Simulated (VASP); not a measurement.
# Fe: Fe into a neighbouring Fe vacancy, part 3 of 5

How hard is this move in Fe: Fe into a neighbouring Fe vacancy? Both ends are relaxed first, then a band of images between them.

VASP 6.6.1, plane waves and PAW; the level of theory is named at each step.

Still holding for the runs below: The magnetic state follows from one typed start and may not be the lowest.

So far. Step 2 (Relax the host): The run ended after 4 ionic steps, 0.055 eV below its first step, once forces and stress met EDIFFG = -0.02. Step 3 (Relax the host again, on a new basis): The start already met the threshold, so nothing moved.

## (4) Relax the start (continued)

Level of this step: PBEsol, spin-polarised from a ferromagnetic start; plane waves and PAW (Fe) (VASP).

Step by step:

```csv
step,energy less that of the first step (eV),largest force (eV/Å)
1,0.0000,1.0361
2,-0.3354,0.5932
3,-0.4204,0.2870
4,-0.4690,0.1950
5,-0.4827,0.1810
6,-0.4917,0.0793
7,-0.4927,0.0601
8,-0.4927,0.0510
9,-0.4927,0.0544
10,-0.4942,0.0203
```

The atoms that moved most (Å):

| atom | dx | dy | dz | length |
| --- | --- | --- | --- | --- |
| Fe53 | 0.067 | 0.039 | 0.077 | 0.109 |
| Fe51 | -0.059 | 0.054 | 0.059 | 0.099 |
| Fe33 | -0.039 | -0.044 | 0.064 | 0.087 |
| Fe28 | -0.043 | 0.072 | -0.023 | 0.087 |
| Fe41 | 0.012 | -0.015 | 0.084 | 0.086 |
| Fe9 | 0.066 | 0.026 | -0.002 | 0.071 |
| Fe5 | -0.028 | -0.041 | -0.038 | 0.062 |
| Fe37 | 0.009 | 0.044 | -0.037 | 0.058 |

This step gave:

```yaml
electronic_cycles: 105
electrons: 424
free_energy_toten: -470.0249 eV
energy_at_zero_smearing: -469.9844 eV
fermi_energy: 6.073 eV
moment_of_the_cell_from_the_last_line_of_the_log: 109.8 μB
```

Spin moment in the PAW sphere by element, in μB:

| element | atoms | mean | spread (r.m.s.) | least | largest |
| --- | --- | --- | --- | --- | --- |
| Fe | 53 | 2.06 | 0.10 | 1.86 | 2.23 |

The atoms nearest the centre:

```csv
atom,distance (Å),spin moment in the PAW sphere (μB)
Fe5,1.13,2.23
Fe11,2.24,2.23
Fe28,2.25,2.23
Fe33,2.25,2.23
Fe4,2.32,1.86
Fe3,2.32,1.86
Fe1,2.32,1.86
Fe37,2.96,2.23
Fe51,2.97,2.23
Fe41,2.97,2.23
Fe13,3.02,2.06
Fe7,3.02,2.06
Fe6,3.02,2.06
Fe53,3.55,2.23
```

The run ended after 10 ionic steps, 0.494 eV below its first step, once the forces on the free atoms met EDIFFG = -0.05.

## (5) Relax the end

The end state is relaxed in the same way, so that both ends share their errors.

File INCAR:

```
SYSTEM = Fe
PREC = Normal
ENCUT = 280
EDIFF = 1E-05
NELM = 120
ISMEAR = 1
SIGMA = 0.15
LREAL = Auto
ALGO = Fast
GGA = PS
NBANDS = 344
ISPIN = 2
MAGMOM = 3 3 3 3 3 3 3 3 3 3 3 3 3 3 3 3 3 3 3 3 3 3 3 3 3 3 3 3 3 3 3 3 3 3 3 3 3 3 3 3 3 3 3 3 3 3 3 3 3 3 3 3 3
LASPH = .TRUE.
LMAXMIX = 4
LORBIT = 11
LWAVE = .FALSE.
LCHARG = .FALSE.
KPAR = 6
IBRION = 2
NSW = 60
ISIF = 2
EDIFFG = -0.05
POTIM = 0.4
MAXMIX = 40
ISYM = 0
```

File POSCAR:

```
Fe
1.0
    8.3471355882      0.0000000000      0.0000000000
    0.0000000000      8.3471355882      0.0000000000
    0.0000000000      0.0000000000      8.3471355882
Fe
53
Direct
    0.3333295789      0.0021553895     -0.0005670528
    0.6651587125      0.0005547078      0.0016775857
    0.0015901445      0.3380594428      0.0005011719
   -0.0014194333     -0.0003018501      0.3331596245
    0.0002605382     -0.0000719476      0.0004168279
    0.3293299239      0.3353211504     -0.0013770934
    0.3305224081      0.0015280719      0.3364896879
    0.5011813110      0.1670528095      0.1644330375
    0.6735470326      0.3354424607     -0.0027297859
    0.6647986297      0.0002084050      0.3296081485
    0.8337373771      0.1655667168      0.1696048497
    0.0023053529      0.6601703413      0.0000999207
   -0.0038755031      0.3359920609      0.3337361203
    0.1679806635      0.4974479276      0.1710476432
    0.3381734928      0.6641154417      0.0008932768
   -0.0016132538     -0.0000564743      0.6636341606
    0.1711404062      0.1643444820      0.4992905738
    0.3345349022      0.3317817575      0.3327599332
    0.4986495012      0.4996802238      0.1638620096
    0.6656172335      0.6661709447     -0.0007996180
    0.3334691642     -0.0007022822      0.6684713850
    0.4992256124      0.1663392500      0.4984071630
    0.6654051205      0.3303035687      0.3345763583
    0.8305958241      0.4982129046      0.1675274282
    0.6676312452     -0.0009586876      0.6618284422
    0.8343408964      0.1672885889      0.4966158901
    0.0018457160      0.6649868095      0.3306349511
    0.1668960405      0.8329057125      0.1671521602
   -0.0038474230      0.3376754938      0.6652226777
    0.1629775945      0.5014827654      0.4991498781
    0.3341117045      0.6658529542      0.3331901935
    0.5005888795      0.8315443295      0.1682929482
    0.1655407712      0.1645828689      0.8335179054
    0.3343996662      0.3327844520      0.6646000421
    0.5014850258      0.4957821967      0.4975300170
    0.6667613648      0.6634055255      0.3334004084
    0.8332018795      0.8354867422      0.1644748002
    0.4985003082      0.1674649805      0.8274449335
    0.6740944658      0.3316593441      0.6649179589
    0.8353966220      0.4999045617      0.4957364329
    0.8348354711      0.1687161790      0.8322552478
   -0.0006747233      0.6678311011      0.6644892006
    0.1677170595      0.8338108588      0.4983828402
    0.1633311467      0.4994594413      0.8312357940
    0.3357327438      0.6670118998      0.6685405659
    0.5003225584      0.8339632527      0.4981239099
    0.5016006627      0.5042761933      0.8325913122
    0.6652463602      0.6662884850      0.6655135040
    0.8316525668      0.8336644496      0.4993029524
    0.8367809198      0.5000004831      0.8341094366
    0.1689477411      0.8326127128      0.8367757993
    0.4984840447      0.8313965546      0.8324557460
    0.8330584668      0.8299757307      0.8332492451
```

File KPOINTS:

```
Automatic mesh
0
Monkhorst-Pack
2 2 2
0 0 0
```

Potentials, in the order of the species: Fe (PBE family, release 64).

Launch:

```sh
$ mpirun -np 6 vasp_std
```

The program printed:

```text
[... set-up lines as in an earlier step ...]
 entering main loop
       N       E                     dE             d eps       ncg     rms          rms(c)
DAV:   1     0.284567550238E+04    0.28457E+04   -0.11039E+05  5520   0.100E+03
DAV:   2    -0.209744805214E+03   -0.30554E+04   -0.27920E+04  5504   0.286E+02
DAV:   3    -0.512858598865E+03   -0.30311E+03   -0.24245E+03  5504   0.115E+02
DAV:   4    -0.523920194213E+03   -0.11062E+02   -0.10858E+02  5976   0.274E+01
DAV:   5    -0.524016158408E+03   -0.95964E-01   -0.95850E-01  5920   0.241E+00    0.921E+01
RMM:   6    -0.472299493312E+03    0.51717E+02   -0.39712E+02  5504   0.594E+01    0.528E+01
RMM:   7    -0.604906719102E+03   -0.13261E+03   -0.66112E+01  5504   0.192E+01    0.148E+02
RMM:   8    -0.473808230386E+03    0.13110E+03   -0.45849E+01  5504   0.208E+01    0.418E+01
RMM:   9    -0.483311083897E+03   -0.95029E+01   -0.19732E+01  5504   0.112E+01    0.585E+01
RMM:  10    -0.472291596492E+03    0.11019E+02   -0.89039E+00  5504   0.908E+00    0.280E+01
RMM:  11    -0.469451399180E+03    0.28402E+01   -0.26265E+00  5504   0.434E+00    0.180E+01
RMM:  12    -0.469953520819E+03   -0.50212E+00   -0.14979E+00  5504   0.304E+00    0.153E+01
RMM:  13    -0.469441264535E+03    0.51226E+00   -0.77116E-01  5504   0.240E+00    0.975E+00
RMM:  14    -0.469716380224E+03   -0.27512E+00   -0.43467E-01  5504   0.158E+00    0.103E+01
RMM:  15    -0.469436228817E+03    0.28015E+00   -0.38389E-01  5504   0.175E+00    0.632E+00
RMM:  16    -0.469604760231E+03   -0.16853E+00   -0.19660E-01  5504   0.106E+00    0.665E+00
RMM:  17    -0.469450488742E+03    0.15427E+00   -0.10438E-01  5504   0.906E-01    0.262E+00
RMM:  18    -0.469544112243E+03   -0.93624E-01   -0.69551E-02  5504   0.643E-01    0.424E+00
RMM:  19    -0.469481150972E+03    0.62961E-01   -0.49611E-02  5504   0.626E-01    0.142E+00
RMM:  20    -0.469517915630E+03   -0.36765E-01   -0.27059E-02  5504   0.382E-01    0.260E+00
RMM:  21    -0.469490719177E+03    0.27196E-01   -0.16661E-02  5504   0.372E-01    0.781E-01
RMM:  22    -0.469496529864E+03   -0.58107E-02   -0.67891E-03  5504   0.194E-01    0.121E+00
RMM:  23    -0.469490943731E+03    0.55861E-02   -0.41074E-03  5504   0.177E-01    0.384E-01
RMM:  24    -0.469491304709E+03   -0.36098E-03   -0.14303E-03  5504   0.950E-02    0.445E-01
RMM:  25    -0.469490603714E+03    0.70099E-03   -0.55173E-04  5504   0.674E-02    0.183E-01
RMM:  26    -0.469490664873E+03   -0.61160E-04   -0.25529E-04  5504   0.414E-02    0.201E-01
RMM:  27    -0.469490552707E+03    0.11217E-03   -0.10163E-04  5484   0.296E-02    0.102E-01
RMM:  28    -0.469490518463E+03    0.34244E-04   -0.38441E-05  4974   0.170E-02    0.551E-02
RMM:  29    -0.469490531083E+03   -0.12620E-04   -0.17501E-05  3617   0.107E-02    0.580E-02
RMM:  30    -0.469490518191E+03    0.12892E-04   -0.12344E-05  3128   0.101E-02    0.249E-02
RMM:  31    -0.469490520099E+03   -0.19080E-05   -0.35366E-06  3021   0.485E-03
   1 F= -.46949052E+03 E0= -.46946581E+03  d E =-.469491E+03  mag=   108.6593
 curvature:   0.00 expect dE= 0.000E+00 dE for cont linesearch  0.000E+00
 trial: gam= 0.00000 g(F)=  0.520E+00 g(S)=  0.000E+00 ort = 0.000E+00 (trialstep = 0.100E+01)
 search vector abs. value=  0.520E+00
 bond charge predicted
       N       E                     dE             d eps       ncg     rms          rms(c)
DAV:   1    -0.469512000892E+03   -0.21483E-01   -0.77922E+01  5600   0.131E+01    0.536E+00
RMM:   2    -0.470103715735E+03   -0.59171E+00   -0.11929E+00  5504   0.330E+00    0.825E+00
RMM:   3    -0.470050201999E+03    0.53514E-01   -0.55289E-01  5504   0.200E+00    0.679E+00
RMM:   4    -0.469882952381E+03    0.16725E+00   -0.12660E-01  5504   0.107E+00    0.204E+00
RMM:   5    -0.469866512416E+03    0.16440E-01   -0.26406E-02  5504   0.400E-01    0.910E-01
RMM:   6    -0.469870296445E+03   -0.37840E-02   -0.98931E-03  5504   0.247E-01    0.140E+00
RMM:   7    -0.469859791277E+03    0.10505E-01   -0.68715E-03  5504   0.239E-01    0.459E-01
RMM:   8    -0.469861411343E+03   -0.16201E-02   -0.41185E-03  5504   0.150E-01    0.778E-01
RMM:   9    -0.469858455430E+03    0.29559E-02   -0.28362E-03  5504   0.149E-01    0.183E-01
RMM:  10    -0.469858554535E+03   -0.99104E-04   -0.47970E-04  5504   0.519E-02    0.192E-01
RMM:  11    -0.469858403384E+03    0.15115E-03   -0.20529E-04  5504   0.383E-02    0.653E-02
RMM:  12    -0.469858414679E+03   -0.11295E-04   -0.54967E-05  5436   0.178E-02    0.718E-02
RMM:  13    -0.469858396868E+03    0.17810E-04   -0.32398E-05  4462   0.152E-02    0.369E-02
RMM:  14    -0.469858395625E+03    0.12428E-05   -0.11288E-05  3049   0.879E-03
   2 F= -.46985840E+03 E0= -.46982845E+03  d E =-.367876E+00  mag=   108.8223
[...]
3 F= -.46993494E+03 E0= -.46990040E+03  d E =-.444423E+00  mag=   108.9753
[...]
4 F= -.46999066E+03 E0= -.46995331E+03  d E =-.557154E-01  mag=   109.1805
[...]
5 F= -.47001113E+03 E0= -.46997129E+03  d E =-.761839E-01  mag=   109.4356
[...]
6 F= -.47002223E+03 E0= -.46998192E+03  d E =-.111019E-01  mag=   109.6380
[...]
7 F= -.47002314E+03 E0= -.46998277E+03  d E =-.120089E-01  mag=   109.7116
[...]
8 F= -.47002313E+03 E0= -.46998277E+03  d E =-.120066E-01  mag=   109.7037
 curvature:  -1.10 expect dE=-0.165E-02 dE for cont linesearch -0.850E-05
 ZBRENT: accuracy reached
 trial: gam= 0.05397 g(F)=  0.150E-02 g(S)=  0.000E+00 ort = 0.347E-03 (trialstep = 0.150E+01)
 search vector abs. value=  0.159E-02
 bond charge predicted
       N       E                     dE             d eps       ncg     rms          rms(c)
DAV:   1    -0.470022501099E+03    0.63892E-03   -0.51727E-01  5632   0.107E+00    0.438E-01
RMM:   2    -0.470025182019E+03   -0.26809E-02   -0.59038E-03  5504   0.240E-01    0.463E-01
RMM:   3    -0.470026399435E+03   -0.12174E-02   -0.28266E-03  5504   0.139E-01    0.596E-01
RMM:   4    -0.470024793136E+03    0.16063E-02   -0.93588E-04  5504   0.936E-02    0.125E-01
RMM:   5    -0.470024750313E+03    0.42823E-04   -0.13624E-04  5504   0.279E-02    0.829E-02
RMM:   6    -0.470024719378E+03    0.30935E-04   -0.52090E-05  5498   0.187E-02    0.688E-02
RMM:   7    -0.470024715571E+03    0.38078E-05   -0.43966E-05  5216   0.174E-02
   9 F= -.47002472E+03 E0= -.46998423E+03  d E =-.158202E-02  mag=   109.7564
 trial-energy change:   -0.001582  1 .order   -0.001565   -0.002280   -0.000851
 step:   2.3889(harm=  2.3889)  dis= 0.00544  next Energy=  -470.024952 (dE=-0.182E-02)
 reached required accuracy - stopping structural energy minimisation
```

Elapsed: 9.4 min, on 6 MPI ranks of Intel Xeon 6975P-C (Granite Rapids), shared host; peak memory 3.8 GiB.

Parts of OUTCAR (step 5):

```text
   NELECT =     424.0000    total number of electrons

 E-fermi :   6.0730

 spin component 1
 k-point     1 :       0.2500    0.2500    0.2500
  band No.  band energies     occupation
    ...
    263       6.0315      0.72432
    264       6.0377      0.69328
    265       6.0380      0.69146
    266       6.0519      0.61769
    267       6.0523      0.61575
    268       6.1048      0.32511
    269       6.1053      0.32227
    270       6.1159      0.26884
    271       6.1278      0.21267
    272       6.1280      0.21150
    ...

 k-point     2 :      -0.2500    0.2500    0.2500
  band No.  band energies     occupation
    ...
    263       6.0313      0.72558
    264       6.0379      0.69228
    265       6.0382      0.69060
    266       6.0520      0.61712
    267       6.0527      0.61345
    268       6.1047      0.32556
    269       6.1055      0.32151
    270       6.1158      0.26902
    271       6.1276      0.21337
    272       6.1284      0.21001
    ...

  Total       -9.3198894     -9.3155073     -9.3049390      0.0122588     -0.0071594     -0.0112936
  in kB      -25.6749105    -25.6628383    -25.6337243      0.0337713     -0.0197231     -0.0311122
  external PRESSURE =     -25.6571577 kB  Pullay stress =       0.0000000 kB

 POSITION                                       TOTAL-FORCE (eV/Angst)
 -----------------------------------------------------------------------------------
      2.73990      0.04201      0.03578         0.006556     -0.001721      0.009420
      5.56664      8.34329      8.33843        -0.000235     -0.006194      0.000648
      0.04616      2.73654      0.03697        -0.005970      0.005428      0.001076
      0.04440      0.04011      2.73279        -0.000923      0.001216      0.004126
      0.04494      0.03939      0.03744        -0.003862      0.008433     -0.004964
      2.74421      2.73892      0.03357        -0.013453     -0.006972      0.011894
      2.74170      0.04022      2.73418        -0.005598      0.000863     -0.003470
      4.19104      1.38928      1.38414         0.019594     -0.000068      0.002427
      5.56765      2.78235      8.33785        -0.002481      0.004467      0.002242
      5.56469      8.34302      2.77756         0.010398     -0.004655      0.008995
      6.94073      1.38863      1.38442        -0.007012      0.002295      0.007293
      8.34650      5.56415      8.34058        -0.000496     -0.014092     -0.011969
      0.04396      2.73729      2.73476         0.002441      0.002332     -0.005353
      1.39377      4.18766      1.38506        -0.005535      0.011166      0.006731
      2.78659      5.56280      8.33927         0.004216     -0.001186     -0.004896
      8.34674      8.34239      5.55991        -0.003830     -0.000366     -0.005045
      1.39127      1.38801      4.18516         0.013224      0.007185      0.003484
      2.74007      2.73535      2.73407         0.003911      0.010923     -0.006552
      4.16565      4.16045      1.38499         0.008811      0.018875      0.001228
      5.56645      5.56201      8.34648         0.000272      0.006278     -0.001308
      2.78604      8.34350      5.55951         0.004308     -0.008010     -0.001576
      4.16572      1.38850      4.15846         0.007416      0.005681      0.001815
      5.56675      2.78215      2.77775        -0.005475      0.004087      0.009918
      6.96816      4.16177      1.38468        -0.013348      0.005368      0.006874
[...]
-----------------------------------------------------------------------------------
    total drift:                               -0.061365      0.069208      0.208544

  FREE ENERGIE OF THE ION-ELECTRON SYSTEM (eV)
  ---------------------------------------------------
  free  energy   TOTEN  =      -470.0247155706 eV

  energy  without entropy=     -469.9032447423  energy(sigma->0) =     -469.98422529

 magnetization (x)
# of ion       s       p       d       tot
------------------------------------------
    1       -0.010  -0.058   2.300   2.232
    2       -0.011  -0.056   2.118   2.051
    3       -0.010  -0.058   2.300   2.232
    4       -0.010  -0.058   2.301   2.233
    5       -0.010  -0.058   2.302   2.233
    6       -0.010  -0.058   2.296   2.227
    7       -0.010  -0.058   2.300   2.231
    8       -0.015  -0.066   1.940   1.859
    9       -0.011  -0.056   2.118   2.051
   10       -0.011  -0.056   2.118   2.050
   11       -0.015  -0.066   1.940   1.859
   12       -0.011  -0.056   2.118   2.051
   13       -0.010  -0.058   2.302   2.234
   14       -0.015  -0.066   1.944   1.863
   15       -0.011  -0.056   2.115   2.048
   16       -0.011  -0.056   2.117   2.050
   17       -0.015  -0.066   1.939   1.858
   18       -0.010  -0.058   2.304   2.235
   19       -0.012  -0.057   2.125   2.056
   20       -0.011  -0.059   2.106   2.036
   21       -0.011  -0.056   2.117   2.050
   22       -0.012  -0.057   2.124   2.055
   23       -0.011  -0.056   2.120   2.053
[...]
--------------------------------------------------
tot         -0.626  -3.087 112.779 109.066

[... 6 parts as in an earlier step ...]

[... 10 further parts left out ...]
```

Relaxation path:

```
step  energy less that of the first step (eV)  largest force (eV/Å)
   1                                   0.0000                1.0818
   2                                  -0.3679                0.5781
   3                                  -0.4444                0.2836
   4                                  -0.5001                0.1879
   5                                  -0.5206                0.1655
   6                                  -0.5317                0.0725
   7                                  -0.5326                0.0543
   8                                  -0.5326                0.0572
   9                                  -0.5342                0.0256
```

The atoms that moved most (Å):

```csv
atom,dx,dy,dz,length
Fe13,0.076,-0.067,-0.051,0.114
Fe3,0.033,-0.085,0.033,0.097
Fe4,0.056,0.043,-0.048,0.085
Fe7,-0.017,0.027,-0.075,0.081
Fe18,-0.052,-0.034,-0.044,0.076
Fe6,-0.005,-0.060,0.045,0.075
Fe5,0.043,0.040,0.034,0.068
Fe1,-0.042,0.024,0.041,0.063
```

Numbers from this step:

```
electronic cycles       : 100
free energy (TOTEN)     : -470.0247 eV
energy at zero smearing : -469.9842 eV
```

Spin moment in the PAW sphere by element, in μB:

```csv
element,atoms,mean,spread (r.m.s.),least,largest
Fe,53,2.06,0.10,1.85,2.23
```

The atoms nearest the centre:

| atom | distance (Å) | spin moment in the PAW sphere (μB) |
| --- | --- | --- |
| Fe5 | 1.13 | 2.23 |
| Fe4 | 2.24 | 2.23 |
| Fe3 | 2.24 | 2.23 |
| Fe1 | 2.25 | 2.23 |
| Fe11 | 2.32 | 1.86 |
| Fe28 | 2.32 | 1.86 |
| Fe33 | 2.33 | 1.85 |
| Fe13 | 2.96 | 2.23 |
| Fe7 | 2.96 | 2.23 |
| Fe6 | 2.97 | 2.23 |
| Fe37 | 3.02 | 2.05 |
| Fe41 | 3.02 | 2.06 |
| Fe51 | 3.02 | 2.05 |
| Fe18 | 3.54 | 2.23 |

The run ended after 9 ionic steps, 0.534 eV below its first step, once the forces on the free atoms met EDIFFG = -0.05.

[end of part 3 of 5]

[Lines on the potential files, build, host, timing and source positions are cut from VASP's logs without a mark.]

[Logs are printed without paths, hosts, clocks, repeated set-up lines and the standing remarks that a program may print on its own settings, such as how far it seeks lower states.]

[Hosts, paths, dates, database ids (printed as entryN), source tags and the programs' standing remarks are cut or masked in the printed files.]

[Runs that stopped without an error message from VASP are left out.]
